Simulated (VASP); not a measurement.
Computed with LDA (Ceperley-Alder, Perdew-Zunger), VASP's LDA PAW potentials (set 64) (plane waves; VASP). For the first row: Run with 520 eV cut-off, 5×5×8 Γ-centred mesh, Gaussian smearing of 0.050 eV, potentials Mg H.

| system | energy (eV/atom) |
|---|---|
| MgH$_{2}$ (rutile) | -3.1494 |
| Mg atom | 0.0009 |
| H atom | -0.8967 |

Atoms are spin-polarised in a large box without symmetry, with the spin fixed by Hund's rule, and may not be in the lowest state of each functional; no zero-point energy is added.

Task: What is the cohesive energy per atom of MgH2?

Result: The references average (2×(0.0009) + 4×(-0.8967))/6 = -0.5975 eV, so the cohesive energy is -0.5975 − (-3.1494) = 2.552 eV/atom. Measured: 2.260 eV/atom at 0 K (as given by M. Pozzo et al., Physical Review B (2008), arXiv:0801.2865; zero-point energy not removed).
